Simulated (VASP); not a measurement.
Consider the following.

```yaml
crystal:
  lattice:
    - [-1.62298, 1.62298, 1.62298]
    - [1.62298, -1.62298, 1.62298]
    - [1.62298, 1.62298, -1.62298]
  atoms:
    - { symbol: W, position: [0.00000, 0.00000, 0.00000] }
```

Level of theory: vdW-DF2, VASP's PBE PAW potentials (set 64) (plane waves; VASP). Run with 520 eV cut-off, 18×18×18 Γ-centred mesh, tetrahedra with Blöchl corrections, potentials W_sv.

Unless said otherwise, spin-orbit coupling is left out, though it shifts the bands of the heavy elements here.

Question: Predict the energy per atom (σ→0), band gap (on the k-mesh) with the smallest direct gap where there is one.

Answer: 
| Item | Value |
|---|---|
| band gap (on the k-mesh) | none (metal, semimetal or under 0.01 eV) |
| energy per atom (σ→0) | -8.452 eV/atom |

Only differences to runs with the same potentials and settings are physical.

The compound is W in the bcc structure. It was relaxed first, which changed the volume by +8 %.
